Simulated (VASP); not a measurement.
Method: r2SCAN+rVV10, VASP's PBE PAW potentials (set 64) (plane waves; VASP).

Input for VASP

### KPOINTS
```
K-points
0
gamma
11 11 11
```

POSCAR:
```
AlNi
1
    2.8569241879     0.0000000000    -0.0000000000
    0.0000000000     2.8569241879    -0.0000000000
    0.0000000000     0.0000000000     2.8569241879
Al Ni
1 1
Direct
  0.0000000000   0.0000000000   0.0000000000
  0.5000000000   0.5000000000   0.5000000000
```

INCAR:
```
LCHARG=.FALSE.
NSW=60
LMIXTAU=.TRUE.
LREAL=.FALSE.   ! projection in real space or not
ISMEAR=1
SYSTEM=AlNi
ISIF=3   ! ions, shape and volume
METAGGA=R2SCAN
PREC=Accurate
LWAVE=.FALSE.
BPARAM=11.95
ENCUT=400   ! plane-wave cut-off (eV)
LMAXMIX=4
EDIFFG=-0.01   ! ionic stop
NELM=100   ! most electronic steps
IBRION=2   ! conjugate gradients
ALGO=Normal
CPARAM=0.0093
LASPH=.TRUE.
LUSE_VDW=.TRUE.
EDIFF=1E-6
SIGMA=0.1
```

POTCAR, in this order: Al Ni (PBE.64 set). Program: vasp_std.

What VASP printed:

File OSZICAR:
```
       N       E                     dE             d eps       ncg     rms          rms(c)
DAV:   1     0.243222440112E+02    0.24322E+02   -0.50305E+03  1152   0.115E+03
DAV:   2    -0.215173426685E+02   -0.45840E+02   -0.43308E+02  1124   0.195E+02
DAV:   3    -0.225391176164E+02   -0.10218E+01   -0.10153E+01  1314   0.379E+01
DAV:   4    -0.225548378994E+02   -0.15720E-01   -0.15715E-01  1306   0.434E+00
DAV:   5    -0.225553312534E+02   -0.49335E-03   -0.49334E-03  1252   0.774E-01    0.123E+01
DAV:   6    -0.228028546971E+02   -0.24752E+00   -0.57385E+01  1238   0.139E+02    0.157E+01
DAV:   7    -0.197637886016E+02    0.30391E+01   -0.15995E+01  1234   0.786E+01    0.178E+00
DAV:   8    -0.197634340563E+02    0.35455E-03   -0.66211E-01  1356   0.125E+01    0.168E+00
DAV:   9    -0.197389594734E+02    0.24475E-01   -0.13561E-01  1234   0.662E+00    0.345E-01
DAV:  10    -0.197432584360E+02   -0.42990E-02   -0.98198E-03  1180   0.102E+00    0.294E-01
DAV:  11    -0.197439198747E+02   -0.66144E-03   -0.84861E-03  1342   0.155E+00    0.839E-02
DAV:  12    -0.197439040768E+02    0.15798E-04   -0.16456E-04  1274   0.183E-01    0.485E-02
DAV:  13    -0.197438486495E+02    0.55427E-04   -0.40889E-05  1206   0.728E-02    0.470E-02
DAV:  14    -0.197438867682E+02   -0.38119E-04   -0.10840E-04  1322   0.177E-01    0.932E-03
DAV:  15    -0.197438891531E+02   -0.23849E-05   -0.33202E-06  1152   0.213E-02    0.288E-03
DAV:  16    -0.197438889956E+02    0.15747E-06   -0.14209E-06   560   0.236E-02
   1 F= -.19743889E+02 E0= -.19743542E+02  d E =-.197439E+02
```

**OUTCAR**
```
------------------------ aborting loop because EDIFF is reached ----------------------------------------
  FORCE on cell =-STRESS in cart. coord.  units (eV):
  Direction    XX          YY          ZZ          XY          YZ          ZX
  --------------------------------------------------------------------------------------
  Total        0.0010606      0.0010606      0.0010606      0.0000000      0.0000000     -0.0000000
  in kB        0.0728712      0.0728712      0.0728712      0.0000000      0.0000000     -0.0000000
  external PRESSURE =       0.0728712 kB  Pullay stress =       0.0000000 kB
  volume of cell :       23.32
      direct lattice vectors                 reciprocal lattice vectors
     2.856924188  0.000000000  0.000000000     0.350026789  0.000000000  0.000000000
     0.000000000  2.856924188  0.000000000     0.000000000  0.350026789  0.000000000
     0.000000000  0.000000000  2.856924188     0.000000000  0.000000000  0.350026789
 POSITION                                       TOTAL-FORCE (eV/Angst)
 -----------------------------------------------------------------------------------
      0.00000      0.00000      0.00000         0.000000      0.000000      0.000000
      1.42846      1.42846      1.42846         0.000000      0.000000      0.000000
 -----------------------------------------------------------------------------------
    total drift:                               -0.000000      0.000000      0.000000
  FREE ENERGIE OF THE ION-ELECTRON SYSTEM (eV)
  ---------------------------------------------------
  free  energy   TOTEN  =       -19.7438889956 eV

  energy  without entropy=      -19.7428468428  energy(sigma->0) =      -19.74354161

 reached required accuracy - stopping structural energy minimisation
```
(Selected blocks of OUTCAR.)

The structure comes from a measured AlNi entry (Pm-3m) of the Crystallography Open Database, whose conditions weren't checked. It was relaxed first. The start is the result of an earlier pass. The run is not spin-polarised, so no magnetic state was tried. The electron count is odd and the run is not spin-polarised, which forces a metal.
